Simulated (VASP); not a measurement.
A run of VASP 6.6.1 is set up as follows.

Contents of POSCAR:

```
Hf2Pd2Se2Br2O3                          
1.0
    5.7467641918      0.0021814184     -0.0040155267
   -0.5290447787      5.8381968862      0.0294847220
   -1.4816528332     -0.9296754758      6.6371295263
  Hf              Pd              Se              Br              O             
     2     2     2     2     3
Direct
     0.7459112378192407    0.3956393953443526    0.3502978532969173
     0.2873031380030968    0.4532687872575945    0.5934489311588771
     0.9083096007630469    0.1325447075613532    0.8480275625154452
     0.2525860038788657    0.9033645062434614    0.3587819524824363
     0.6338255487959851    0.4037504302280835    0.9369932779705422
     0.6268153384713903    0.7822536294080642    0.5309243920749448
     0.8520460739462571    0.9908922009204276    0.1535844777002995
     0.2256777683899827    0.8199987324297557    0.8621713078071996
     0.9604572604241449    0.2896144006073631    0.5899264315229196
     0.4329121280092469    0.2462310648319704    0.4088540787652341
     0.0741659014987464    0.5824421451675804    0.3670097347051763
```

Contents of INCAR.step1:

```
SYSTEM = Hf2Pd2Se2Br2O3
ALGO = Normal ; EDIFF = 1E-6
ENCUT = 520 ; GGA = PE
ISIF = 2 ; ISMEAR = -1
KPAR = 4 ; LASPH = .True.
LCHARG = .True. ; LMAXMIX = 4
LREAL = .False. ; LWAVE = .False.
NELM = 80 ; PREC = Accurate
SIGMA = 0.05
```

KPOINTS.step1

```
k-points
0
Gamma
  5 5 4
  0 0 0
```

Contents of INCAR.step2:

```
SYSTEM = Hf2Pd2Se2Br2O3
ALGO = Normal ; EDIFF = 1E-6
ENCUT = 520 ; GGA = PE
ICHARG = 11 ; ISIF = 2
ISMEAR = 0 ; KPAR = 4
LASPH = .True. ; LCHARG = .False.
LMAXMIX = 4 ; LREAL = .False.
LWAVE = .False. ; NELM = 80
PREC = Accurate ; SIGMA = 0.05
```

Contents of KPOINTS.step2:

```
path XGY,LGZ,NGM,RG
20
line-mode
reciprocal
 0.5000000000  0.0000000000  0.0000000000  X
 0.0000000000  0.0000000000  0.0000000000  G

 0.0000000000  0.0000000000  0.0000000000  G
 0.0000000000 -0.5000000000  0.0000000000  Y

 0.5000000000 -0.5000000000  0.0000000000  L
 0.0000000000  0.0000000000  0.0000000000  G

 0.0000000000  0.0000000000  0.0000000000  G
 0.0000000000  0.5000000000 -0.5000000000  Z

 0.5000000000  0.5000000000 -0.5000000000  N
 0.0000000000  0.0000000000  0.0000000000  G

 0.0000000000  0.0000000000  0.0000000000  G
 0.0000000000  0.0000000000 -0.5000000000  M

 0.5000000000  0.0000000000 -0.5000000000  R
 0.0000000000  0.0000000000  0.0000000000  G
```

Potentials or basis: VASP PAW PBE potentials, release 64 (Hf_pv, Pd, Se, Br, O).

Run with:

```bash
$ cat potpaw_PBE.64/Hf_pv/POTCAR potpaw_PBE.64/Pd/POTCAR potpaw_PBE.64/Se/POTCAR potpaw_PBE.64/Br/POTCAR potpaw_PBE.64/O/POTCAR > POTCAR
$ cp INCAR.step1 INCAR
$ cp KPOINTS.step1 KPOINTS
$ mpirun -np 4 vasp_std > vasp.out
$ cp INCAR.step2 INCAR
$ cp KPOINTS.step2 KPOINTS
$ mpirun -np 4 vasp_std > vasp.out
```

**Question.** Estimate the band gap on the k mesh.

**Answer.** 0.18 eV, indirect (least direct gap 0.45 eV).

**Question.** What does it give for the band gap along the path?

**Answer.** 0.17 eV, indirect (least direct gap 0.32 eV).

Levels at the corners of the path, in eV from the valence-band top:
```tsv
point	band 38	band 39	band 40	band 41	band 42	band 43	band 44	band 45	band 46	band 47
X	-1.23	-1.07	-0.94	-0.54	0.00	0.87	1.23	2.66	2.86	3.05
Γ	-1.09	-0.85	-0.71	-0.30	-0.23	0.46	0.55	2.66	3.17	3.20
Γ	-1.09	-0.85	-0.71	-0.30	-0.23	0.46	0.55	2.66	3.17	3.20
Y	-1.17	-1.05	-0.79	-0.43	-0.28	0.78	1.25	2.54	3.03	3.21
L	-1.15	-1.05	-0.76	-0.53	-0.15	0.17	0.95	2.49	2.69	3.12
Γ	-1.09	-0.85	-0.71	-0.30	-0.23	0.46	0.55	2.66	3.17	3.20
Γ	-1.09	-0.85	-0.71	-0.30	-0.23	0.46	0.55	2.66	3.17	3.20
Z	-1.13	-0.97	-0.54	-0.33	-0.23	0.90	1.13	2.32	2.85	3.26
N	-1.12	-0.95	-0.64	-0.41	-0.26	0.51	0.85	2.51	2.91	2.95
Γ	-1.09	-0.85	-0.71	-0.30	-0.23	0.46	0.55	2.66	3.17	3.20
Γ	-1.09	-0.85	-0.71	-0.30	-0.23	0.46	0.55	2.66	3.17	3.20
M	-1.09	-0.94	-0.50	-0.47	-0.25	0.19	0.89	2.81	2.89	3.29
R	-1.07	-0.95	-0.56	-0.42	-0.17	0.71	1.24	2.48	2.78	3.25
Γ	-1.09	-0.85	-0.71	-0.30	-0.23	0.46	0.55	2.66	3.17	3.20
```

Caveat: the log is that of the step along the path at fixed density, whose energy, stress, charges and moments have no meaning; spin-orbit coupling is left out, which moves the levels of the heavy elements. PBE gaps usually lie below the measured ones, often by a third to a half.
